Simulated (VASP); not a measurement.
# SiCH₅F: harmonic vibrations of a molecule

SiCH₅F, molecule in box, 8 atoms in the cell. PBE, harmonic vibrations; PAW potentials C, Si, F, H (PBE set).

## Input

INCAR.step1:
```
SYSTEM = SiH5CF
ALGO = Normal ; EDIFF = 1E-8
EDIFFG = -0.002 ; ENCUT = 400
IBRION = 2 ; ISIF = 2
ISMEAR = 0 ; ISYM = 0
LASPH = .True. ; LCHARG = .False.
LREAL = .False. ; LWAVE = .False.
NELM = 100 ; NSW = 60
POTIM = 0.5 ; PREC = Accurate
SIGMA = 0.01
```

INCAR.step2, as INCAR.step1 but for:
```
- EDIFFG = -0.002
- IBRION = 2
- ISIF = 2
- NSW = 60
- POTIM = 0.5
+ IBRION = 5
+ NFREE = 2
+ NSW = 1
+ POTIM = 0.015
```

KPOINTS:
```
k-points
0
Gamma
  1 1 1
```

POSCAR.step1:
```
SiH5CF
1.0
   13.0000000000      0.0000000000      0.0000000000
    0.0000000000     13.0000000000      0.0000000000
    0.0000000000      0.0000000000     13.0000000000
C Si F H
1 1 1 5
Direct
    0.4455153800      0.5670576900      0.4557846200
    0.5201153800      0.4638038500      0.5198000000
    0.6353538500      0.4632192300      0.4756461500
    0.4423615400      0.5549192300      0.3727000000
    0.3666461500      0.5680500000      0.4850538500
    0.4796846200      0.6424423100      0.4702923100
    0.5270615400      0.4808192300      0.6325307700
    0.4753384600      0.3607884600      0.4990923100
```

Commands (each step's output is kept before the next begins):
```
cat potpaw_PBE.64/C/POTCAR potpaw_PBE.64/Si/POTCAR potpaw_PBE.64/F/POTCAR potpaw_PBE.64/H/POTCAR > POTCAR
cp INCAR.step1 INCAR
cp POSCAR.step1 POSCAR
mpirun -np 8 vasp_gam > vasp.out
cp CONTCAR POSCAR
cp INCAR.step2 INCAR
mpirun -np 8 vasp_gam > vasp.out
```

## Result

- Vibrations (cm⁻¹; a negative value is imaginary): 3065, 3054, 2978, 2180, 2178, 1408, 1402, 1240, 947, 921, 858, 818, 743, 708, 660, 491, 238, 149
- Zero-point energy (eV): 1.490
- Translations and rotations, which should read zero (cm⁻¹): -21, -11, -7, 2, 15, 26
- Vibrational entropy at 298 K (meV/K): 0.294
- Displaced cells: 48
- Ionic steps, all stages: 69
- Electronic steps, all stages: 1235

VASP 6.6.1 took 1337 s on 8 cores (Intel Xeon Platinum 8375C @ 2.90GHz (Ice Lake)), a shared host.
